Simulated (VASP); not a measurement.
Output of a VASP run:

### OUTCAR
```
 ion  position               nearest neighbor table
   1  0.158  0.658  0.816-   5 2.82   6 2.82   5 2.82   6 2.82
   2  0.342  0.158  0.500-   5 2.82   6 2.82   6 2.82   5 2.82
   3  0.658  0.842  0.500-   6 2.82   5 2.82   5 2.82   6 2.82
   4  0.842  0.342  0.184-   5 2.82   6 2.82   5 2.82   6 2.82
   5  0.750  0.750  0.000-   6 2.65   6 2.65   1 2.82   3 2.82   4 2.82   2 2.82   3 2.82   2 2.82
                             1 2.82   4 2.82
   6  0.250  0.250  0.000-   5 2.65   5 2.65   1 2.82   2 2.82   4 2.82   4 2.82   2 2.82   1 2.82
                             3 2.82   3 2.82
  LATTYP: Found a body centered tetragonal cell.
 ALAT       =     6.5979860000
 C/A-ratio  =     0.8046358389
 Subroutine PRICEL returns:
 Original cell was already a primitive cell.
 Subroutine GETGRP returns: Found 16 space group operations
The static configuration has the point symmetry C_4h.
 The point group associated with its full space group is D_4h.
The dynamic configuration has the point symmetry C_4h.
 Subroutine INISYM returns: Found 16 space group operations
 Subroutine IBZKPT returns following result:
 Found      1 irreducible k-points:

 Following reciprocal coordinates:
            Coordinates               Weight
  0.000000  0.000000  0.000000      1.000000
   k-points           NKPTS =      1   k-points in BZ     NKDIM =      1   number of bands    NBANDS=     49
   number of dos      NEDOS =    301   number of ions     NIONS =      6
   total plane-waves  NPLWV =  27000
   dimension x,y,z NGX =    30 NGY =   30 NGZ =   30
   dimension x,y,z NGXF=    60 NGYF=   60 NGZF=   60
   ions per type =               4   2
   PREC   = accura    normal or accurate (medium, high low for compatibility)
   ISTART =      0    job   : 0-new  1-cont  2-samecut
   ICHARG =      2    charge: 1-file 2-atom 10-const
   ISPIN  =      1    spin polarized calculation?
   LNONCOLLINEAR =      F non collinear calculations
   LSORBIT =      F    spin-orbit coupling
   INIWAV =      1    electr: 0-lowe 1-rand  2-diag
   ENCUT  =  300.0 eV  22.05 Ry    4.70 a.u.   7.58  7.58  7.58*2*pi/ulx,y,z
   NELM   =    100;   NELMIN=  2; NELMDL= -5     # of ELM steps
   EDIFF  = 0.1E-05   stopping-criterion for ELM
   LREAL  =      F    real-space projection
   NLSPLINE    = F    spline interpolate recip. space projectors
   LMAXMIX     =    4 max onsite mixed and CHGCAR
   VOSKOWN=      0    Vosko Wilk Nusair interpolation
   EDIFFG = 0.1E-04   stopping-criterion for IOM
   NSW    =      0    number of steps for IOM
   NBLOCK =      1;   KBLOCK =      1    inner block; outer block
   IBRION =     -1    ionic relax: 0-MD 1-quasi-New 2-CG
   NFREE  =      0    steps in history (QN), initial steepest desc. (CG)
   ISIF   =      2    stress and relaxation
   ISYM   =      2    0-nonsym 1-usesym 2-fastsym
   TEIN   =    0.0    initial temperature
   TEBEG  =    0.0;   TEEND  =   0.0 temperature during run
   SMASS  =  -3.00    Nose mass-parameter (am)
   PSTRESS=    0.0 pullay stress
   NELECT =      82.0000    total number of electrons
   EFERMI =   0.00;   METHOD = LEGACY
   ISMEAR =    -1;   SIGMA  =   0.10  broadening in eV -4-tet -1-fermi 0-gaus
   IALGO  =     38    algorithm
   LDIAG  =      T    sub-space diagonalisation (order eigenvalues)
   IMIX   =      4    mixing-type and parameters
     AMIX     =   0.40;   BMIX     =  1.00
     AMIX_MAG =   1.60;   BMIX_MAG =  1.00
     AMIN     =   0.10
   GGA     = PE    functional components
   VOSKOWN =     0    Vosko Wilk Nusair interpolation
   LHFCALC =     F    Hartree Fock is set to
   LHFONE  =     F    Hartree Fock one center treatment
   AEXX    =    0.0000 exact exchange contribution
   IVDW    =     0    specifies the selected vdW correction
   LEPSILON=     F    determine dielectric tensor
   LRPA    =     F    only Hartree local field effects (RPA)
  energy-cutoff  :      300.00
  volume of cell :      115.56
      direct lattice vectors                 reciprocal lattice vectors
    -3.298993000  3.298993000  2.654488000     0.000000000  0.151561401  0.188360241
     3.298993000 -3.298993000  2.654488000     0.151561401  0.000000000  0.188360241
     3.298993000  3.298993000 -2.654488000     0.151561401  0.151561401  0.000000000
 k-point     1 :   0.0000 0.0000 0.0000  plane waves:    1367
...
```

### OSZICAR
```
       N       E                     dE             d eps       ncg     rms          rms(c)
DAV:   1     0.880089256761E+03    0.88009E+03   -0.30172E+04   122   0.315E+03
DAV:   2     0.910905742071E+02   -0.78900E+03   -0.77361E+03    98   0.790E+02
DAV:   3    -0.305393431767E+02   -0.12163E+03   -0.11799E+03    99   0.205E+02
DAV:   4    -0.381890450872E+02   -0.76497E+01   -0.74502E+01   116   0.544E+01
DAV:   5    -0.383742281362E+02   -0.18518E+00   -0.18511E+00   100   0.895E+00    0.223E+01
DAV:   6    -0.437580016917E+02   -0.53838E+01   -0.40821E+01   107   0.274E+01    0.256E+01
DAV:   7    -0.334088489846E+02    0.10349E+02   -0.28202E+01   107   0.225E+01    0.895E+00
DAV:   8    -0.322790677872E+02    0.11298E+01   -0.19968E+00    98   0.653E+00    0.378E+00
DAV:   9    -0.321414520318E+02    0.13762E+00   -0.28442E-01   114   0.248E+00    0.182E+00
DAV:  10    -0.321303328664E+02    0.11119E-01   -0.40175E-02   124   0.106E+00    0.792E-01
DAV:  11    -0.321259101867E+02    0.44227E-02   -0.99294E-03   116   0.684E-01    0.355E-01
DAV:  12    -0.321260389377E+02   -0.12875E-03   -0.20967E-03   124   0.234E-01    0.187E-01
DAV:  13    -0.321256672038E+02    0.37173E-03   -0.17403E-04   108   0.794E-02    0.872E-02
DAV:  14    -0.321256007810E+02    0.66423E-04   -0.19785E-04   106   0.616E-02    0.344E-02
DAV:  15    -0.321255888908E+02    0.11890E-04   -0.19150E-05   108   0.302E-02    0.111E-02
DAV:  16    -0.321255875706E+02    0.13202E-05   -0.11904E-06    59   0.826E-03    0.777E-03
DAV:  17    -0.321255867999E+02    0.77076E-06   -0.11368E-06    68   0.483E-03
   1 F= -.32125587E+02 E0= -.31875936E+02  d E =-.499301E+00
```

### OUTCAR
```
------------------------ aborting loop because EDIFF is reached ----------------------------------------
  FORCE on cell =-STRESS in cart. coord.  units (eV):
  Direction    XX          YY          ZZ          XY          YZ          ZX
  --------------------------------------------------------------------------------------
  Total      -10.3287343    -10.3287343     -3.4308546      0.0000000      0.0000000      0.0000000
  in kB     -143.2036683   -143.2036683    -47.5673929      0.0000000      0.0000000      0.0000000
  external PRESSURE =    -111.3249099 kB  Pullay stress =       0.0000000 kB
  volume of cell :      115.56
      direct lattice vectors                 reciprocal lattice vectors
    -3.298993000  3.298993000  2.654488000     0.000000000  0.151561401  0.188360241
     3.298993000 -3.298993000  2.654488000     0.151561401  0.000000000  0.188360241
     3.298993000  3.298993000 -2.654488000     0.151561401  0.151561401  0.000000000
 POSITION                                       TOTAL-FORCE (eV/Angst)
 -----------------------------------------------------------------------------------
      4.34147      1.04248      0.00000        -1.744652     -1.744652     -0.000000
      1.04248      2.25651      0.00000        -1.744652      1.744652      0.000000
      2.25651      1.04248      2.65449         1.744652     -1.744652      0.000000
     -1.04248      2.25651      2.65449         1.744652      1.744652      0.000000
      0.00000      0.00000      3.98173         0.000000     -0.000000      0.000000
      0.00000      0.00000      1.32724         0.000000     -0.000000      0.000000
 -----------------------------------------------------------------------------------
    total drift:                                0.000000      0.000000     -0.000000
  FREE ENERGIE OF THE ION-ELECTRON SYSTEM (eV)
  ---------------------------------------------------
  free  energy   TOTEN  =       -32.1255867999 eV

  energy  without entropy=      -31.6262856407  energy(sigma->0) =      -31.87593622
```
(Selected blocks of OUTCAR.)

**POSCAR**
```
TcGe2
1
   -3.2989930000     3.2989930000     2.6544880000
    3.2989930000    -3.2989930000     2.6544880000
    3.2989930000     3.2989930000    -2.6544880000
Ge Tc
4 2
Direct
  0.1580000000   0.6580000000   0.8160000000
  0.3420000000   0.1580000000   0.5000000000
  0.6580000000   0.8420000000   0.5000000000
  0.8420000000   0.3420000000   0.1840000000
  0.7500000000   0.7500000000   0.0000000000
  0.2500000000   0.2500000000   0.0000000000
```

Q: Write an INCAR and KPOINTS that could have produced this output.

A: This is not unique; one that fits is the input of the run itself, PBE GGA, plane waves, VASP's PBE PAW potentials (set 64).

### KPOINTS
```
Automatic
0
G
 1 1 1
```

INCAR:
```
ALGO  =  Normal
EDIFF  =  1E-6
ENCUT  =  300
GGA  =  PE
ISIF  =  2
ISMEAR  =  -1
LASPH  =  .True.
LCHARG  =  .False.
LMAXMIX  =  4
LREAL  =  .False.
LWAVE  =  .False.
NELM  =  100
PREC  =  Accurate
SIGMA  =  0.1
SYSTEM  =  TcGe2
```

POTCAR, in this order: Ge_d Tc_pv (PBE.64 set). Program: vasp_std.

At this cut-off the stress carries a Pulay error, which pulls relaxed volumes low.

The structure was generated: TcGe2 was put into an ordered model structure, which need not be its known phase. The cell was not relaxed at this level. The k-mesh is coarse (spacing up to 1.52 per Å, 2π included), so the numbers may not be converged in it. The run is one of a series of settings (KPOINTS 1×1×1 Γ-centred mesh against the base run), some of them coarse on purpose.
